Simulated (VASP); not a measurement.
# Mg2CdS3 (R3m) in VASP: single point with r2SCAN

Aim: the single point of Mg2CdS3 with r2SCAN.

Program: VASP 6.6.1. These are calculated values, not measurements. Logs are shortened: lines on timing, memory, paths and dates and some standing lists are left out, and cuts for length are marked.

## 1. Starting point

The structure is trigonal, space group R3m (No. 160). The conventional cell has a = 3.840 Å, b = 3.840 Å, c = 28.994 Å, α = 90.00°, β = 90.00°, γ = 120.00°. Mg (site symmetry 3m) is surrounded by 6 S at 2.55 to 2.79 Å. Mg (site symmetry 3m) has 6 S at 2.49 to 2.82 Å as nearest neighbours. Cd (site symmetry 3m) has 4 S at 2.43 to 2.62 Å as nearest neighbours. S (site symmetry 3m) has 6 Mg at 2.55 to 2.82 Å as nearest neighbours. S (site symmetry 3m) is surrounded by 3 Cd at 2.62 Å and 3 Mg at 2.79 Å. Around S (site symmetry 3m) lie 1 Cd at 2.43 Å and 3 Mg at 2.49 Å.

The cell was built by a generator and needn't be a form met in nature.

## 2. Single point, r2SCAN

INCAR reads:

```
  PREC = Accurate
  ENCUT = 520
  EDIFF = 1E-6
  ISMEAR = 0
  SIGMA = 0.03
  LREAL = F
  LASPH = T
  NELM = 150
  ALGO = Normal
  ISIF = 2
  LWAVE = F
  LCHARG = F
  METAGGA = R2SCAN
  LMIXTAU = T
  NBANDS = 26
  KPAR = 2
```

KPOINTS reads:

```
Automatic mesh
0
Gamma
  8 8 8
```

POSCAR reads:

```
Mg2CdS3
1.0
    1.9198610000      1.1084320000      9.6645900000
   -1.9198610000      1.1084320000      9.6645900000
    0.0000000000     -2.2168650000      9.6645900000
Mg Cd S
2 1 3
Direct
    0.1506510000      0.1506510000      0.1506510000
    0.3801730000      0.3801730000      0.3801730000
    0.9242610000      0.9242610000      0.9242610000
    0.7738410000      0.7738410000      0.7738410000
    0.5424870000      0.5424870000      0.5424870000
    0.0079870000      0.0079870000      0.0079870000
```

Potentials or basis: VASP PAW PBE potentials, release 64 (Mg, Cd, S).

The run is started by

```sh
> cat potpaw_PBE.64/Mg/POTCAR potpaw_PBE.64/Cd/POTCAR potpaw_PBE.64/S/POTCAR > POTCAR
> mpirun -np 2 vasp_std > vasp.out
```

OUTCAR:

```text
PREC = Accurate
   ENCUT = 520
   EDIFF = 1E-6
   ISMEAR = 0
   LREAL = F
   LASPH = T
   NELM = 150
   ISIF = 2
   METAGGA = R2SCAN

 ion  position               nearest neighbor table
   1  0.151  0.151  0.151-   4 2.55   4 2.55   4 2.55   5 2.79   5 2.79   5 2.79
   2  0.380  0.380  0.380-   6 2.49   6 2.49   6 2.49   4 2.82   4 2.82   4 2.82
   3  0.924  0.924  0.924-   6 2.43   5 2.62   5 2.62   5 2.62
   4  0.774  0.774  0.774-   1 2.55   1 2.55   1 2.55   2 2.82   2 2.82   2 2.82
   5  0.542  0.542  0.542-   3 2.62   3 2.62   3 2.62   1 2.79   1 2.79   1 2.79
   6  0.008  0.008  0.008-   3 2.43   2 2.49   2 2.49   2 2.49

  LATTYP: Found a trigonal (rhomboedric) cell.
 ALAT       =     9.9155830704
 COS(alpha) =     0.9250221318

  Lattice vectors:

 A1 = (   1.9198610000,   1.1084320000,   9.6645900000)
 A2 = (  -1.9198610000,   1.1084320000,   9.6645900000)
 A3 = (   0.0000000000,  -2.2168650000,   9.6645900000)

Analysis of symmetry for initial positions (statically):
=====================================================================
 Subroutine PRICEL returns:
 Original cell was already a primitive cell.

 Routine SETGRP: Setting up the symmetry group for a
 trigonal (rhombohedral) supercell.

 Subroutine GETGRP returns: Found  6 space group operations
 (whereof  6 operations were pure point group operations)
 out of a pool of 12 trial point group operations.

The static configuration has the point symmetry C_3v.

Analysis of symmetry for dynamics (positions and initial velocities):
=====================================================================
 Subroutine PRICEL returns:
 Original cell was already a primitive cell.

 Routine SETGRP: Setting up the symmetry group for a
 trigonal (rhombohedral) supercell.

 Subroutine GETGRP returns: Found  6 space group operations
 (whereof  6 operations were pure point group operations)
 out of a pool of 12 trial point group operations.

The dynamic configuration has the point symmetry C_3v.

 Subroutine INISYM returns: Found  6 space group operations
 (whereof  6 operations are pure point group operations),
 and found     1 'primitive' translations

----------------------------------------------------------------------------------------

                                     Primitive cell

  volume of cell :     123.3996

  direct lattice vectors                    reciprocal lattice vectors
     1.919861000  1.108432000  9.664590000     0.260435521  0.150362509  0.034490173
    -1.919861000  1.108432000  9.664590000    -0.260435521  0.150362509  0.034490173
     0.000000000 -2.216865000  9.664590000     0.000000000 -0.300725018  0.034490158

  length of vectors
     9.915583070  9.915583070  9.915583205     0.302696410  0.302696410  0.302696395

  position of ions in fractional coordinates (direct lattice)
     0.150651000  0.150651000  0.150651000
     0.380173000  0.380173000  0.380173000
     0.924261000  0.924261000  0.924261000
     0.773841000  0.773841000  0.773841000
     0.542487000  0.542487000  0.542487000
     0.007987000  0.007987000  0.007987000

  ion indices of the primitive-cell ions
   primitive index   ion index
                 1           1
                 2           2
                 3           3
                 4           4
                 5           5
                 6           6

----------------------------------------------------------------------------------------

 KPOINTS: Automatic mesh

Automatic generation of k-mesh.
 Grid dimensions read from file:
 generate k-points for:    8    8    8

 Generating k-lattice:

  Cartesian coordinates                     Fractional coordinates (reciprocal lattice)
     0.032554440  0.018795314  0.004311272     0.125000000  0.000000000  0.000000000
    -0.032554440  0.018795314  0.004311272     0.000000000  0.125000000  0.000000000
     0.000000000 -0.037590627  0.004311270    -0.000000000 -0.000000000  0.125000000

  Length of vectors
     0.037837051  0.037837051  0.037837049

  Shift w.r.t. Gamma in fractional coordinates (k-lattice)
     0.000000000  0.000000000  0.000000000

 Subroutine IBZKPT returns following result:
 ===========================================

 Found     65 irreducible k-points:

 Following reciprocal coordinates:
            Coordinates               Weight
  0.000000  0.000000  0.000000      1.000000
  0.125000  0.000000  0.000000      6.000000
  0.250000  0.000000  0.000000      6.000000
  0.375000  0.000000  0.000000      6.000000
  0.500000  0.000000  0.000000      3.000000
  0.125000  0.125000  0.000000      6.000000
[... 16 lines left out ...]
  0.250000  0.125000  0.125000      6.000000
  0.375000  0.125000  0.125000      6.000000
 [... further k-points ...]
   k-points           NKPTS =     65   k-points in BZ     NKDIM =     65   number of bands    NBANDS=     26
   number of dos      NEDOS =    301   number of ions     NIONS =      6
   total plane-waves  NPLWV = 512000
   dimension x,y,z NGX =    80 NGY =   80 NGZ =   80
   dimension x,y,z NGXF=   160 NGYF=  160 NGZF=  160
   ions per type =               2   1   3
   NGX,Y,Z   is equivalent  to a cutoff of  13.41, 13.41, 13.41 a.u.
   NGXF,Y,Z  is equivalent  to a cutoff of  26.83, 26.83, 26.83 a.u.
 SYSTEM =  unknown system
   PREC   = accura    normal or accurate (medium, high low for compatibility)
   ISTART =      0    job   : 0-new  1-cont  2-samecut
   ICHARG =      2    charge: 1-file 2-atom 10-const
   ISPIN  =      1    spin polarized calculation?
   LNONCOLLINEAR =      F non collinear calculations
   LSORBIT =      F    spin-orbit coupling
   LASPH  =      T    aspherical Exc in radial PAW
   ENCUT  =  520.0 eV  38.22 Ry    6.18 a.u.  18.44 18.44 18.44*2*pi/ulx,y,z
   NELM   =    150;   NELMIN=  2; NELMDL= -5     # of ELM steps
   EDIFF  = 0.1E-05   stopping-criterion for ELM
   LREAL  =      F    real-space projection
[... 7 lines left out ...]
   TEBEG  =    0.0;   TEEND  =   0.0 temperature during run
   PSTRESS=    0.0 pullay stress
   NELECT =      34.0000    total number of electrons
   NUPDOWN=      -1.0000    fix difference up-down
   EMIN   =  10.00;   EMAX   =-10.00  energy-range for DOS
   EFERMI =   0.00;   METHOD = LEGACY
   ISMEAR =     0;   SIGMA  =   0.03  broadening in eV -4-tet -1-fermi 0-gaus
   EFERMI_NEDOS =   21; number of points for ismear=-14 and -15
   IALGO  =     38    algorithm
   IMIX   =      4    mixing-type and parameters
     AMIX     =   0.40;   BMIX     =  1.00
     AMIX_MAG =   1.60;   BMIX_MAG =  1.00
  volume/ion in A,a.u.               =      20.57       138.79
  Fermi-wavevector in a.u.,A,eV,Ry     =   1.065279  2.013085 15.440146  1.134819
  Thomas-Fermi vector in A             =   2.200825
   LORBIT       =      0    0 simple, 1 ext, 2 COOP (PROOUT), +10 PAW based schemes
   METAGGA = R2SCAN    functional components
   LHFCALC =     F    Hartree Fock is set to
   AEXX    =    0.0000 exact exchange contribution
   IVDW    =     0    specifies the selected vdW correction
   LEPSILON=     F    determine dielectric tensor
   LRPA    =     F    only Hartree local field effects (RPA)
 non-spin polarized calculation
 Gauss-broadening in eV      SIGMA  =   0.03
  energy-cutoff  :      520.00
  volume of cell :      123.40
 maximum number of plane-waves:      3342
 NGX is ok and might be reduce to    80
   NGX = 37   NGY = 37   NGZ = 37

 number of electron      34.0000002 magnetization

 Free energy of the ion-electron system (eV)
  ---------------------------------------------------
  ext. energy  EPLUGINS =         0.00000000
  ---------------------------------------------------
  free energy    TOTEN  =       -60.18363024 eV

  energy without entropy =      -60.18363024  energy(sigma->0) =      -60.18363024

 E-fermi :   2.5018     XC(G=0):  -9.8448

 val. band max:        2.3818449303   @ k =   0.0000   0.0000   0.0000
 cond. band min:       4.7161556829   @ k =   0.0000   0.0000   0.0000
 fundamental gap:      2.3343107526
 Fermi energy:         2.5018138636

 k-point     1 :       0.0000    0.0000    0.0000
  band No.  band energies     occupation
      1     -10.7835      2.00000
      2     -10.0220      2.00000
      3      -9.4795      2.00000
      4      -5.7237      2.00000
      5      -5.7237      2.00000
      6      -5.7005      2.00000
[... 18 lines left out ...]
     25      10.6273      0.00000
     26      11.2918      0.00000

 k-point     2 :       0.1250    0.0000    0.0000
  band No.  band energies     occupation
      1     -10.6906      2.00000
      2      -9.9420      2.00000
      3      -9.4164      2.00000
      4      -5.7234      2.00000
      5      -5.6996      2.00000
      6      -5.6528      2.00000
[... 18 lines left out ...]
     25      10.5231      0.00000
     26      10.9410      0.00000

 k-point     3 :       0.2500    0.0000    0.0000
  band No.  band energies     occupation
      1     -10.4542      2.00000
      2      -9.7273      2.00000
      3      -9.2658      2.00000
      4      -5.7025      2.00000
      5      -5.6564      2.00000
      6      -5.5522      2.00000
[... 18 lines left out ...]
     25      10.2524      0.00000
     26      11.0218      0.00000

 k-point     4 :       0.3750    0.0000    0.0000
  band No.  band energies     occupation
      1     -10.2001      2.00000
      2      -9.4577      2.00000
      3      -9.1344      2.00000
      4      -5.6853      2.00000
      5      -5.6397      2.00000
      6      -5.4830      2.00000
[... 18 lines left out ...]
     25      10.7938      0.00000
     26      11.7974      0.00000

 k-point     5 :       0.5000    0.0000    0.0000
  band No.  band energies     occupation
      1     -10.0901      2.00000
      2      -9.3038      2.00000
      3      -9.1081      2.00000
      4      -5.6842      2.00000
      5      -5.6391      2.00000
      6      -5.4598      2.00000
[... 18 lines left out ...]
     25      10.9632      0.00000
     26      12.0779      0.00000

 k-point     6 :       0.1250    0.1250    0.0000
  band No.  band energies     occupation
      1     -10.6892      2.00000
      2      -9.9469      2.00000
      3      -9.4127      2.00000
      4      -5.7240      2.00000
      5      -5.6996      2.00000
      6      -5.6503      2.00000
[... 427 lines left out ...]
 k-point    21 :       0.5000    0.5000    0.0000
  band No.  band energies     occupation
      1     -10.0893      2.00000
      2      -9.3009      2.00000
      3      -9.1131      2.00000
      4      -5.6832      2.00000
      5      -5.6391      2.00000
      6      -5.4500      2.00000
[... 18 lines left out ...]
     25      10.8584      0.00000
     26      10.9077      0.00000

 k-point    22 :       0.1250    0.1250    0.1250
  band No.  band energies     occupation
      1     -10.7787      2.00000
      2     -10.0387      2.00000
      3      -9.4667      2.00000
      4      -5.7237      2.00000
      5      -5.7237      2.00000
      6      -5.6950      2.00000
[... 18 lines left out ...]
     25      10.5742      0.00000
     26      11.2833      0.00000

 k-point    23 :       0.2500    0.1250    0.1250
  band No.  band energies     occupation
      1     -10.6839      2.00000
      2      -9.9650      2.00000
      3      -9.3992      2.00000
      4      -5.7199      2.00000
      5      -5.6996      2.00000
      6      -5.6488      2.00000
[... 18 lines left out ...]
     25      10.6215      0.00000
     26      10.7981      0.00000

 k-point    24 :       0.3750    0.1250    0.1250
  band No.  band energies     occupation
      1     -10.4487      2.00000
      2      -9.7455      2.00000
      3      -9.2531      2.00000
      4      -5.6982      2.00000
      5      -5.6564      2.00000
      6      -5.5502      2.00000
[... 18 lines left out ...]
     25      10.4550      0.00000
     26      10.9278      0.00000

 [... further k-points ...]

------------------------ aborting loop because EDIFF is reached ----------------------------------------

  FORCE on cell =-STRESS in cart. coord.  units (eV):
  Direction    XX          YY          ZZ          XY          YZ          ZX
  --------------------------------------------------------------------------------------
  -------------------------------------------------------------------------------------
  Total       -1.0700051     -1.0700052     -1.0560479      0.0000000      0.0000000      0.0000000
  in kB      -13.8925757    -13.8925775    -13.7113600      0.0000000      0.0000005      0.0000000
  external PRESSURE =     -13.8321711 kB  Pullay stress =       0.0000000 kB

 VOLUME and BASIS-vectors are now :
 -----------------------------------------------------------------------------
  energy-cutoff  :      520.00
  volume of cell :      123.40
      direct lattice vectors                 reciprocal lattice vectors
     1.919861000  1.108432000  9.664590000     0.260435521  0.150362509  0.034490173
    -1.919861000  1.108432000  9.664590000    -0.260435521  0.150362509  0.034490173
     0.000000000 -2.216865000  9.664590000     0.000000000 -0.300725018  0.034490158

 POSITION                                       TOTAL-FORCE (eV/Angst)
 -----------------------------------------------------------------------------------
      0.00000     -0.00000      4.36794         0.000000      0.000000     -0.032908
      0.00000     -0.00000     11.02265         0.000000      0.000000     -0.009993
      0.00000     -0.00000     26.79781         0.000000     -0.000000      0.015579
      0.00000     -0.00000     22.43657         0.000000     -0.000000      0.038478
      0.00000     -0.00000     15.72874         0.000000     -0.000000      0.074588
      0.00000     -0.00000      0.23157         0.000000      0.000000     -0.085744
 -----------------------------------------------------------------------------------
    total drift:                               -0.000000      0.000001      0.000899

  FREE ENERGIE OF THE ION-ELECTRON SYSTEM (eV)
  ---------------------------------------------------
  free  energy   TOTEN  =       -60.1836302369 eV

  energy  without entropy=      -60.1836302369  energy(sigma->0) =      -60.18363024
```

Run time: 36 min. Hardware: 2 MPI ranks of Intel Xeon 6975P-C (Granite Rapids), shared host; peak memory 1.2 GiB.

Results:

| Quantity | Value |
| --- | --- |
| Free energy | -60.1836 eV |
| Pressure | -1.4 GPa |
| Largest force | 0.086 eV/Å |
| Band gap on the k mesh | 2.33 eV, direct |

Forces on the atoms (eV/Å):
```
Mg   0.000  0.000 -0.033
Mg   0.000  0.000 -0.010
Cd   0.000  0.000  0.016
S    0.000  0.000  0.038
S    0.000  0.000  0.075
S    0.000  0.000 -0.086
```

Levels at points of the mesh, in eV from the valence-band top:
```csv
k point,band 14,band 15,band 16,band 17,band 18,band 19,band 20,band 21
"(0.00, 0.00, 0.00)",-0.60,-0.27,0.00,0.00,2.33,4.67,5.69,6.65
"(0.50, 0.00, 0.00)",-1.49,-1.41,-1.24,-0.43,2.72,4.37,4.68,5.58
"(0.50, 0.50, 0.00)",-1.88,-1.17,-0.94,-0.58,2.93,3.96,4.68,6.11
"(0.50, 0.50, 0.50)",-0.51,-0.51,-0.04,-0.04,3.10,4.72,5.26,6.47
```

Caveat: the PAW data sets were made with another functional, which shifts forces and pressure a little. r2SCAN opens gaps a little over a GGA but as a rule still falls short of measured ones.
